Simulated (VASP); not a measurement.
Given:

```xyz
6
Lattice="1.7695 -6.7762 0.0000 1.7695 6.7762 0.0000 0.0000 0.0000 3.5741" Properties=species:S:1:pos:R:3 pbc="T T T"
Ti     1.7695    -5.3787     2.6806
Ti     1.7695     5.3787     0.8935
Si     1.7695    -0.7894     2.6806
Si     1.7695     0.7894     0.8935
Si     1.7695     3.3923     2.6806
Si     1.7695    -3.3923     0.8935
```

Level of theory: PBE GGA, VASP's PBE PAW potentials (set 64) (plane waves; VASP). Settings: 180 eV cut-off, 10×10×9 Γ-centred mesh, Fermi-Dirac smearing of 0.10 eV, potentials Ti_sv Si.

At this cut-off the stress carries a Pulay error, which pulls relaxed volumes low. Energy and stress use the plane-wave basis of the starting cell.

**Question.** The ions, cell shape and volume are relaxed. Give the cell that the relaxation ends in.

**Answer.** 
```xyz
6
Lattice="1.7045 -6.4195 0.0000 1.7045 6.4195 0.0000 0.0000 0.0000 3.4531" Properties=species:S:1:pos:R:3 pbc="T T T"
Ti     1.7045    -5.1221     2.5898
Ti     1.7045     5.1221     0.8633
Si     1.7045    -0.8026     2.5898
Si     1.7045     0.8026     0.8633
Si     1.7045     3.2188     2.5898
Si     1.7045    -3.2188     0.8633
```
Space group Cmcm (63), at a tolerance of 0.03 Å.

**Question.** How do energy and volume change from the first to the last step?

**Answer.** The energy (σ→0) changes by -183.1 meV/atom and the volume by -11.8 %, in 13 ionic steps.

The structure comes from a computed database's TiSi2 entry; how it stands against other phases isn't given here. This run relaxes it. Symmetry was kept, so distortions that lower it aren't found. The run is one of a series of settings (EDIFFG = -0.01, ENCUT = 180, IBRION = 2, ISIF = 3, NSW = 50 against the base run), some of them coarse on purpose.
